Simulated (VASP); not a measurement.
An input for Quantum ESPRESSO's pw.x (written as the equivalent of a VASP run, and not itself run):

```
&CONTROL
  calculation = 'vc-relax'
  pseudo_dir = './pseudo'
  outdir = './out'
  tprnfor = .true.
  tstress = .true.
  nstep = 40
  forc_conv_thr = 0.00078
/
&SYSTEM
  ibrav = 0
  nat = 8
  ntyp = 2
  ecutwfc = 96
  occupations = 'smearing'
  smearing = 'methfessel-paxton'
  degauss = 0.00735
  input_dft = 'pbesol'
  nspin = 2
  starting_magnetization(1) = 0.09
/
&ELECTRONS
  conv_thr = 7.3e-08
  electron_maxstep = 100
/
&IONS
/
&CELL
  press = 50
/
ATOMIC_SPECIES
  Mn 54.938 Mn.upf
  Si 28.085 Si.upf
CELL_PARAMETERS angstrom
     4.4399239   -0.0000000    0.0000000
    -0.0000000    4.4399239   -0.0000000
    -0.0000000   -0.0000000    4.4399239
ATOMIC_POSITIONS crystal
  Mn   0.8623471  0.6376529  0.3623471
  Mn   0.3623471  0.8623471  0.6376529
  Mn   0.1376529  0.1376529  0.1376529
  Mn   0.6376529  0.3623471  0.8623471
  Si   0.1544061  0.3455939  0.6544061
  Si   0.6544061  0.1544061  0.3455939
  Si   0.8455939  0.8455939  0.8455939
  Si   0.3455939  0.6544061  0.1544061
K_POINTS automatic
  7 7 7 0 0 0
```

**Question.** Translate this input to VASP (INCAR, KPOINTS, POSCAR, choice of POTCAR).

**Answer.** This is not unique; one that fits is 
**KPOINTS**
```
Automatic mesh
0
Gamma
7 7 7
0 0 0
```

### INCAR
```
SYSTEM = MnSi
PREC = Accurate
ENCUT = 500
EDIFF = 1E-6
NELM = 100
ALGO = Normal
LREAL = .FALSE.
LASPH = .TRUE.
ISMEAR = 1
SIGMA = 0.1
GGA = PS
LMAXMIX = 4
ISPIN = 2
MAGMOM = 0.9 0.9 0.9 0.9 -0.0 -0.0 -0.0 -0.0
LORBIT = 10
LWAVE = .FALSE.
LCHARG = .FALSE.
IBRION = 2
ISIF = 3
NSW = 40
EDIFFG = -0.02
PSTRESS = 50
```

POSCAR:
```
MnSi
1
    4.4399239184    -0.0000000000     0.0000000000
   -0.0000000000     4.4399239184    -0.0000000000
   -0.0000000000    -0.0000000000     4.4399239184
Mn Si
4 4
Direct
  0.8623471488   0.6376528512   0.3623471488
  0.3623471488   0.8623471488   0.6376528512
  0.1376528512   0.1376528512   0.1376528512
  0.6376528512   0.3623471488   0.8623471488
  0.1544060744   0.3455939256   0.6544060744
  0.6544060744   0.1544060744   0.3455939256
  0.8455939256   0.8455939256   0.8455939256
  0.3455939256   0.6544060744   0.1544060744
```

POTCAR, in this order: Mn_pv Si (PBE.64 set). Program: vasp_std.

What does not carry over: the potentials are each code's own (VASP's PAW set, PseudoDojo norm-conserving files in pw.x), so ENCUT and ecutwfc are chosen apart and not converted; conv_thr bounds pw.x's estimated SCF error, while EDIFF bounds the energy change between steps; starting_magnetization is a fraction of the valence charge and MAGMOM a moment in μB, so they match only roughly; forc_conv_thr acts on force components and is met together with etot_conv_thr.

The compound is MnSi in the B20 structure. It was relaxed first under an external pressure of 5 GPa.
